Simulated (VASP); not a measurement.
A convergence study with VASP on YN (rock salt): a few settings are varied, all else stays as given below, so the limit is that of these other settings.

```
YN
1.0
    0.00000     2.44000     2.44000
    2.44000     0.00000     2.44000
    2.44000     2.44000     0.00000
Y N
1 1
Direct
  0.00000   0.00000   0.00000
  0.50000   0.50000   0.50000
```

Level of theory: PBE GGA, VASP's PBE PAW potentials (set 64) (plane waves; VASP). The last row used: 700 eV cut-off, 16×16×16 Γ-centred mesh, second-order Methfessel-Paxton smearing of 0.40 eV, potentials Y_sv N.

| setting | E (eV/atom) | pressure (GPa) | irreducible k-points |
|---|---|---|---|
| ISMEAR = -1, SIGMA = 0.01, 5×5×5 mesh | -9.1042 | 2.68 | 10 |
| ISMEAR = -1, SIGMA = 0.2, 5×5×5 mesh | ___ | ___ | 10 |
| ISMEAR = 0, SIGMA = 0.01, 5×5×5 mesh | -9.1042 | 2.68 | 10 |
| ISMEAR = 0, SIGMA = 0.2, 5×5×5 mesh | -9.1038 | 2.62 | 10 |
| ISMEAR = 1, SIGMA = 0.01, 5×5×5 mesh | -9.1042 | 2.68 | 10 |
| ISMEAR = 1, SIGMA = 0.2, 5×5×5 mesh | -9.1039 | 2.69 | 10 |
| ISMEAR = 2, SIGMA = 0.01, 5×5×5 mesh | -9.1042 | 2.68 | 10 |
| ISMEAR = 2, SIGMA = 0.2, 5×5×5 mesh | -9.1040 | 2.71 | 10 |
| ISMEAR = -1, SIGMA = 0.05, 10×10×10 mesh | -9.1150 | 2.34 | 47 |
| ISMEAR = -1, SIGMA = 0.2, 10×10×10 mesh | ___ | ___ | 47 |
| ISMEAR = 0, SIGMA = 0.05, 10×10×10 mesh | -9.1150 | 2.35 | 47 |
| ISMEAR = 0, SIGMA = 0.2, 10×10×10 mesh | -9.1150 | 2.33 | 47 |
| ISMEAR = 1, SIGMA = 0.05, 10×10×10 mesh | -9.1150 | 2.35 | 47 |
| ISMEAR = 1, SIGMA = 0.2, 10×10×10 mesh | -9.1151 | 2.35 | 47 |
| ISMEAR = 2, SIGMA = 0.05, 10×10×10 mesh | -9.1150 | 2.35 | 47 |
| ISMEAR = 2, SIGMA = 0.2, 10×10×10 mesh | -9.1150 | 2.35 | 47 |
| ISMEAR = -1, SIGMA = 0.05, 16×16×16 mesh | -9.1154 | 2.35 | 145 |
| ISMEAR = -1, SIGMA = 0.4, 16×16×16 mesh | -9.0998 | 2.31 | 145 |
| ISMEAR = 0, SIGMA = 0.05, 16×16×16 mesh | -9.1154 | 2.36 | 145 |
| ISMEAR = 0, SIGMA = 0.4, 16×16×16 mesh | -9.1148 | 2.32 | 145 |
| ISMEAR = 1, SIGMA = 0.05, 16×16×16 mesh | -9.1154 | 2.36 | 145 |
| ISMEAR = 1, SIGMA = 0.4, 16×16×16 mesh | -9.1158 | 2.35 | 145 |
| ISMEAR = 2, SIGMA = 0.05, 16×16×16 mesh | -9.1154 | 2.36 | 145 |
| ISMEAR = 2, SIGMA = 0.4, 16×16×16 mesh | -9.1155 | 2.36 | 145 |

### Question
What belongs in the gaps?

### Answer

- ISMEAR = -1, SIGMA = 0.2, 10×10×10 mesh, E (eV/atom): -9.1135
- ISMEAR = -1, SIGMA = 0.2, 10×10×10 mesh, pressure (GPa): 2.27
- ISMEAR = -1, SIGMA = 0.2, 5×5×5 mesh, E (eV/atom): -9.1028
- ISMEAR = -1, SIGMA = 0.2, 5×5×5 mesh, pressure (GPa): 2.41

Left out are rungs that failed or repeat a setting and relaxations that didn't move; long series are thinned to 24 rows.

The compound is YN in the rock salt structure. The cell was not relaxed at this level.
